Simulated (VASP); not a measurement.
# Lattice vibrations of MoS2, part 2 of 5

Aim: the phonon dispersion and thermal properties of MoS2. The start is a cell from a database of measured crystal structures.

VASP 6.6.1; LDA, no spin polarisation; plane waves and PAW (Mo, S).

So far. Step 2 (Relax the host): The run ended after 16 ionic steps, 0.072 eV below its first step, once forces and stress met EDIFFG = -0.02. The relaxed cell has a = 3.125, c = 12.047 Å (conventional setting).

The database entry behind the starting cell differs from later determinations by our own check (about 0.3 % long), so it need not match the best structure at ambient conditions.

**3. Tight relaxation**

Force constants are second derivatives, so residual forces and stress must first be far smaller than in an ordinary relaxation. Mesh differs from the relaxation before, which can move the cell too.

The input, INCAR:

```
SYSTEM = MoS2
PREC = Accurate
ENCUT = 350
EDIFF = 1E-08
NELM = 120
ISMEAR = 0
SIGMA = 0.05
LREAL = .FALSE.
ALGO = Fast
GGA = CA
NBANDS = 24
LASPH = .TRUE.
LORBIT = 11
LWAVE = .FALSE.
LCHARG = .FALSE.
KPAR = 4
IBRION = 1
NSW = 30
ISIF = 3
EDIFFG = -0.002
POTIM = 0.4
```

The input, POSCAR:

```
MoS2
1.0
    3.1252922280      0.0000000000      0.0000000000
   -1.5626461140      2.7065824637      0.0000000000
    0.0000000000      0.0000000000     12.0473289633
Mo S
2 4
Direct
    0.6666666667      0.3333333333      0.7500000000
    0.3333333333      0.6666666667      0.2500000000
    0.6666666667      0.3333333333      0.3791645179
    0.3333333333      0.6666666667      0.8791645179
    0.6666666667      0.3333333333      0.1208354821
    0.3333333333      0.6666666667      0.6208354821
```

The input, KPOINTS:

```
Automatic mesh
0
Gamma
10 10 3
0 0 0
```

PAW data sets: Mo and S (LDA family, release 64).

Launch:

```bash
$ mpirun -np 4 vasp_std
```

The log of the run:

```text
[... set-up lines as in an earlier step ...]
 entering main loop
       N       E                     dE             d eps       ncg     rms          rms(c)
DAV:   1     0.138647918129E+03    0.13865E+03   -0.13200E+04  1344   0.972E+02
DAV:   2    -0.412227575066E+02   -0.17987E+03   -0.17251E+03  1864   0.221E+02
DAV:   3    -0.516418138226E+02   -0.10419E+02   -0.10357E+02  1744   0.551E+01
DAV:   4    -0.518695894808E+02   -0.22778E+00   -0.22738E+00  1760   0.874E+00
DAV:   5    -0.518748846621E+02   -0.52952E-02   -0.52926E-02  1808   0.123E+00    0.382E+01
RMM:   6    -0.495378280949E+02    0.23371E+01   -0.12344E+01  1396   0.147E+01    0.129E+01
RMM:   7    -0.490656963280E+02    0.47213E+00   -0.27722E+00  1345   0.820E+00    0.908E+00
RMM:   8    -0.489813659058E+02    0.84330E-01   -0.10822E+00  1353   0.539E+00    0.141E+00
RMM:   9    -0.489752478533E+02    0.61181E-02   -0.18928E-01  1378   0.254E+00    0.935E-01
RMM:  10    -0.489756768096E+02   -0.42896E-03   -0.43900E-02  1443   0.932E-01    0.303E-01
RMM:  11    -0.489753904407E+02    0.28637E-03   -0.73907E-03  1414   0.405E-01    0.210E-01
RMM:  12    -0.489753627174E+02    0.27723E-04   -0.17229E-03  1434   0.184E-01    0.815E-02
RMM:  13    -0.489753943818E+02   -0.31664E-04   -0.30335E-04  1399   0.911E-02    0.462E-02
RMM:  14    -0.489753837136E+02    0.10668E-04   -0.13019E-04  1438   0.537E-02    0.176E-02
RMM:  15    -0.489753855316E+02   -0.18180E-05   -0.30390E-05  1588   0.237E-02    0.173E-02
RMM:  16    -0.489753857824E+02   -0.25074E-06   -0.38256E-06  1590   0.818E-03    0.180E-02
RMM:  17    -0.489753854458E+02    0.33661E-06   -0.51441E-07  1473   0.323E-03    0.174E-02
RMM:  18    -0.489753838144E+02    0.16314E-05   -0.69115E-06  1350   0.108E-02    0.136E-02
RMM:  19    -0.489753850862E+02   -0.12718E-05   -0.96204E-06  1350   0.119E-02    0.186E-02
RMM:  20    -0.489753844011E+02    0.68510E-06   -0.78753E-07  1344   0.598E-03    0.106E-02
RMM:  21    -0.489753837441E+02    0.65697E-06   -0.10291E-06  1346   0.383E-03    0.378E-03
RMM:  22    -0.489753836628E+02    0.81277E-07   -0.55976E-07  1353   0.289E-03    0.194E-03
RMM:  23    -0.489753836652E+02   -0.23638E-08   -0.65090E-08  1159   0.132E-03
   1 F= -.48975384E+02 E0= -.48975384E+02  d E =-.489754E+02
 BRION: g(F)=  0.368E-04 g(S)=  0.283E-03
 bond charge predicted
       N       E                     dE             d eps       ncg     rms          rms(c)
DAV:   1    -0.489758923859E+02   -0.50872E-03   -0.14663E-02  1720   0.661E-01    0.150E-01
RMM:   2    -0.489756223522E+02    0.27003E-03   -0.71022E-04  1344   0.129E-01    0.869E-02
RMM:   3    -0.489755485642E+02    0.73788E-04   -0.23151E-04  1345   0.891E-02    0.218E-02
RMM:   4    -0.489755421160E+02    0.64482E-05   -0.80513E-05  1349   0.446E-02    0.171E-02
RMM:   5    -0.489755432461E+02   -0.11301E-05   -0.14502E-05  1461   0.190E-02    0.188E-02
RMM:   6    -0.489755435118E+02   -0.26575E-06   -0.28171E-06  1466   0.779E-03    0.221E-02
RMM:   7    -0.489755426579E+02    0.85398E-06   -0.26030E-06  1345   0.745E-03    0.929E-03
RMM:   8    -0.489755426937E+02   -0.35861E-07   -0.61188E-07  1351   0.461E-03    0.111E-02
RMM:   9    -0.489755426716E+02    0.22115E-07   -0.18880E-07  1406   0.212E-03    0.123E-02
RMM:  10    -0.489755426510E+02    0.20620E-07   -0.65468E-08  1336   0.136E-03    0.101E-02
RMM:  11    -0.489755426977E+02   -0.46732E-07   -0.87851E-08  1237   0.121E-03    0.888E-03
RMM:  12    -0.489755426946E+02    0.30909E-08   -0.95135E-09   839   0.661E-04
   2 F= -.48975543E+02 E0= -.48975543E+02  d E =-.159029E-03
[...]
3 F= -.48975530E+02 E0= -.48975530E+02  d E =0.123850E-04
[...]
4 F= -.48975555E+02 E0= -.48975555E+02  d E =-.242159E-04
[...]
5 F= -.48975557E+02 E0= -.48975557E+02  d E =-.246089E-05
[...]
6 F= -.48975557E+02 E0= -.48975557E+02  d E =-.354173E-06
[...]
7 F= -.48975552E+02 E0= -.48975552E+02  d E =0.580950E-05
 BRION: g(F)=  0.154E-07 g(S)=  0.111E-04 retain N=  1 mean eig= 2.43
 eig:   2.433
 bond charge predicted
       N       E                     dE             d eps       ncg     rms          rms(c)
DAV:   1    -0.489756129029E+02   -0.61374E-04   -0.67808E-03  1344   0.389E-01    0.726E-02
RMM:   2    -0.489755773470E+02    0.35556E-04   -0.33625E-04  1344   0.108E-01    0.262E-02
RMM:   3    -0.489755681769E+02    0.91701E-05   -0.45806E-05  1346   0.407E-02    0.213E-02
RMM:   4    -0.489755660188E+02    0.21580E-05   -0.13715E-05  1348   0.190E-02    0.180E-02
RMM:   5    -0.489755648005E+02    0.12183E-05   -0.54036E-06  1366   0.112E-02    0.449E-03
RMM:   6    -0.489755647871E+02    0.13416E-07   -0.27491E-06  1363   0.757E-03    0.335E-03
RMM:   7    -0.489755647989E+02   -0.11836E-07   -0.37833E-07  1396   0.319E-03    0.167E-03
RMM:   8    -0.489755648033E+02   -0.43979E-08   -0.74090E-08  1188   0.136E-03
   8 F= -.48975565E+02 E0= -.48975565E+02  d E =-.132722E-04
 BRION: g(F)=  0.469E-08 g(S)=  0.889E-06 retain N=  1 mean eig= 3.41
 eig:   3.411
 reached required accuracy - stopping structural energy minimisation
```

Wall time 29 s (4 MPI ranks of Intel Xeon 6975P-C (Granite Rapids), shared host); peak memory 0.69 GiB; 1.7 min of CPU time.

OUTCAR, selected parts (step 3):

```text
  LATTYP: Found a hexagonal cell.
 ALAT       =     3.1252922280
 C/A-ratio  =     3.8547847959

 Found     28 irreducible k-points:

   k-points           NKPTS =     28   k-points in BZ     NKDIM =     28   number of bands    NBANDS=     24

   ENCUT  =  350.0 eV  25.72 Ry    5.07 a.u.   4.77  4.77 18.38*2*pi/ulx,y,z

   NELECT =      36.0000    total number of electrons

 E-fermi :   6.5669

 k-point     1 :       0.0000    0.0000    0.0000
  band No.  band energies     occupation
    ...
     14       4.1693      2.00000
     15       4.1693      2.00000
     16       4.9246      2.00000
     17       5.2671      2.00000
     18       6.3385      2.00000
     19       8.5159      0.00000
     20       8.5159      0.00000
     21       8.5546      0.00000
     22       8.5546      0.00000
     23       8.6674      0.00000
    ...

 k-point     2 :       0.1000    0.0000    0.0000
  band No.  band energies     occupation
    ...
     14       3.9263      2.00000
     15       4.2482      2.00000
     16       4.9548      2.00000
     17       5.4065      2.00000
     18       6.0142      2.00000
     19       8.3416      0.00000
     20       8.3710      0.00000
     21       8.4161      0.00000
     22       8.4699      0.00000
     23       8.5445      0.00000
    ...

  Total       -0.0040705     -0.0040705     -0.0102524      0.0000000      0.0000000      0.0000000
  in kB       -0.0641090     -0.0641090     -0.1614733      0.0000000      0.0000000      0.0000000
  external PRESSURE =      -0.0965638 kB  Pullay stress =       0.0000000 kB

  energy-cutoff  :      350.00
  volume of cell :      101.73
      direct lattice vectors                 reciprocal lattice vectors
     3.122554862 -0.000000000  0.000000000     0.320250578  0.184896758  0.000000000
    -1.561277431  2.704211835 -0.000000000     0.000000000  0.369793515  0.000000000
     0.000000000 -0.000000000 12.047207505    -0.000000000  0.000000000  0.083006788

 POSITION                                       TOTAL-FORCE (eV/Angst)
 -----------------------------------------------------------------------------------
      1.56128      0.90140      9.03541        -0.000000      0.000000     -0.000000
     -0.00000      1.80281      3.01180         0.000000     -0.000000     -0.000000
      1.56128      0.90140      4.56958        -0.000000     -0.000000      0.000174
     -0.00000      1.80281     10.59319         0.000000     -0.000000      0.000174
      1.56128      0.90140      1.45402        -0.000000      0.000000     -0.000174
     -0.00000      1.80281      7.47762         0.000000      0.000000     -0.000174
 -----------------------------------------------------------------------------------
    total drift:                                0.000000     -0.000000      0.000000

  FREE ENERGIE OF THE ION-ELECTRON SYSTEM (eV)
  ---------------------------------------------------
  free  energy   TOTEN  =       -48.9755648033 eV

  energy  without entropy=      -48.9755648033  energy(sigma->0) =      -48.97556480

 total charge
# of ion       s       p       d       tot
------------------------------------------
    1        0.437   0.642   4.498   5.577
    2        0.437   0.642   4.498   5.577
    3        1.364   2.333   0.000   3.698
    4        1.364   2.333   0.000   3.698
    5        1.364   2.333   0.000   3.698
    6        1.364   2.333   0.000   3.698
--------------------------------------------------
tot          6.330  10.618   8.996  25.945

[... 4 parts as in an earlier step ...]

[... 7 further parts left out ...]
```

CONTCAR:

```
MoS2
   1.00000000000000
     3.1225548616752747   -0.0000000000000000    0.0000000000000000
    -1.5612774308376374    2.7042118349233193   -0.0000000000000000
     0.0000000000000000   -0.0000000000000000   12.0472075054009995
  Mo              S
     2     4
Direct
     0.6666666667000030    0.3333333332999970    0.7500000000000000
     0.3333333332999970    0.6666666667000030    0.2500000000000000
     0.6666666667000030    0.3333333332999970    0.3793064925301016
     0.3333333332999970    0.6666666667000030    0.8793064925301045
     0.6666666667000030    0.3333333332999970    0.1206935074698987
     0.3333333332999970    0.6666666667000030    0.6206935074698955
```

Little changed from the start: no atom moved by 0.005 Å and no cell edge by 0.1 %.

Numbers from this step:

```yaml
electronic_cycles: 73
fermi_energy: 6.567 eV
pressure: -0.009656 GPa
gap_on_the_k_mesh: 0.7645 eV
least_direct_gap_on_the_k_mesh: 1.959 eV
```

The run ended after 8 ionic steps, 0.000 eV below its first step, once forces and stress met EDIFFG = -0.002.

[end of part 2 of 5]

[Lines on the potential files, build, host, timing and source positions are cut from VASP's logs without a mark.]

[Logs are printed without paths, hosts, clocks, repeated set-up lines and the standing remarks that a program may print on its own settings, such as how far it seeks lower states.]

[Hosts, paths, dates, database ids (printed as entryN), source tags and the programs' standing remarks are cut or masked in the printed files.]

[Runs that stopped without an error message from VASP are left out.]
